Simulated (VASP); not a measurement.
These are vdW-DF2, VASP's PBE PAW potentials (set 64) (plane waves; VASP) values and carry that method's errors.

VASP ran on this input.

POSCAR:
```
WSi2
1.0
 -1.6025933516   1.6025933516   3.9077674997
  1.6025933516  -1.6025933516   3.9077674997
  1.6025933516   1.6025933516  -3.9077674997
Si W
2 1
Cart
 -0.0000000000   0.0000000000   5.1983024105
 -0.0000000000   0.0000000000   2.6172325889
  0.0000000000   0.0000000000   0.0000000000
```

**KPOINTS**
```
Automatic mesh
0
Gamma
12 12 12
0 0 0
```

**INCAR**
```
SYSTEM = WSi2
PREC = Accurate
ENCUT = 520
EDIFF = 1E-6
NELM = 100
ALGO = Normal
LREAL = .FALSE.
LASPH = .TRUE.
ISMEAR = 1
SIGMA = 0.1
GGA = ML
ZAB_VDW = -1.8867
LUSE_VDW = .TRUE.
AGGAC = 0.0
LMAXMIX = 6
LWAVE = .FALSE.
LCHARG = .FALSE.
IBRION = 2
ISIF = 3
NSW = 60
EDIFFG = -0.02
```

POTCAR, in this order: Si W_sv (PBE.64 set). Program: vasp_std.

Energy and stress use the plane-wave basis of the starting cell. Unless said otherwise, spin-orbit coupling is left out, though it shifts the bands of the heavy elements here.

Question: Estimate the energy per atom (σ→0), volume per atom, band gap (on the k-mesh).

Answer: 
```json
{
  "energy per atom (σ→0)": "-5.212 eV/atom",
  "band gap (on the k-mesh)": "none (metal, semimetal or under 0.01 eV)",
  "volume_per_atom": "14.48 Å³/atom"
}
```

### OSZICAR
```
...
   9 F= -.15634920E+02 E0= -.15634976E+02  d E =-.218727E-03
       N       E                     dE             d eps       ncg     rms          rms(c)
DAV:   1    -0.156351587894E+02   -0.23971E-03   -0.70828E-03  5765   0.892E-01    0.154E-01
DAV:   2    -0.156349935311E+02    0.16526E-03   -0.89385E-04  5653   0.255E-01    0.301E-02
DAV:   3    -0.156349679186E+02    0.25613E-04   -0.67200E-05  5977   0.539E-02    0.157E-02
DAV:   4    -0.156349626685E+02    0.52500E-05   -0.17537E-05  6262   0.392E-02    0.118E-02
DAV:   5    -0.156349634997E+02   -0.83118E-06   -0.16684E-06  3347   0.113E-02
  10 F= -.15634963E+02 E0= -.15635013E+02  d E =-.437925E-04
```

The compound is WSi2 in the MoSi2 type structure. This run relaxes it. Symmetry was kept, so distortions that lower it aren't found. The start is the result of an earlier pass.
